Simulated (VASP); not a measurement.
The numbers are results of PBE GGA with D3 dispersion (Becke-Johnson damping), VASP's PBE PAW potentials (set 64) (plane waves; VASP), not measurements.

VASP ran on this input.

File KPOINTS:
```
Automatic mesh
0
Gamma
10 10 10
0 0 0
```

INCAR:
```
ENCUT = 520   # plane-wave cut-off (eV)
SIGMA = 0.05   # width (eV)
LASPH = .TRUE.
ISMEAR = 0   # Gaussian
NELM = 100
GGA = PE
LREAL = .FALSE.
IVDW = 12   # D3, Becke-Johnson
PREC = Accurate
LCHARG = .FALSE.
SYSTEM = NaF
LWAVE = .FALSE.
ISIF = 2
EDIFF = 1E-7   # SCF stop (eV)
ALGO = Normal
```

File POSCAR:
```
NaF
1
    0.0000000000     2.2901551864     2.2901551864
    2.2901551864     0.0000000000     2.2901551864
    2.2901551864     2.2901551864     0.0000000000
Na F
1 1
Direct
  0.0000000000   0.0000000000   0.0000000000
  0.5000000000   0.5000000000   0.5000000000
```

POTCAR, in this order: Na_pv F (PBE.64 set). Program: vasp_std.

Problem. What will the output report for the number of irreducible k-points (NKPTS), largest plane-wave count, number of space-group operations, FFT grid (NGX, NGY, NGZ)?

Solution. 
```
Property                                       Value
--------------------------------------  ------------
number of irreducible k-points (NKPTS)            47
largest plane-wave count                         659
number of space-group operations                  48
FFT grid (NGX, NGY, NGZ)                24 × 24 × 24
```

The compound is NaF in the rock salt structure. This cell is one point of a volume scan, at 0.97 of the reference volume.
